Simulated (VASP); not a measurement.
Here is the system:

```
WN2
1.0
    2.88563     0.00000     0.00000
   -1.44281     2.49903     0.00000
    0.00000     0.00000     3.87572
W N
1 2
Direct
  0.66667   0.33333   0.50000
  0.00000   0.00000   0.81943
  0.00000   0.00000   0.18057
```

All values below come from LDA (Ceperley-Alder, Perdew-Zunger), VASP's LDA PAW potentials (set 64) (plane waves; VASP). Numerical set-up: 520 eV cut-off, 10×10×7 Γ-centred mesh, tetrahedra with Blöchl corrections, potentials W_sv N.

The cores are frozen, which limits the accuracy of field gradients.

Q: Give the principal components of the electric field gradient (V/Å²) and the asymmetry η at each nucleus.

A: 
| atom | Vxx | Vyy | Vzz | η |
|---|---|---|---|---|
| W1 | 76.5 | 76.5 | -152.9 | 0.00 |
| N2 | -37.6 | -37.6 | 75.2 | 0.00 |
| N3 | -37.6 | -37.6 | 75.2 | 0.00 |

The structure comes from a computed database's WN2 entry (P-6m2); how it stands against other phases isn't given here. It was relaxed first.
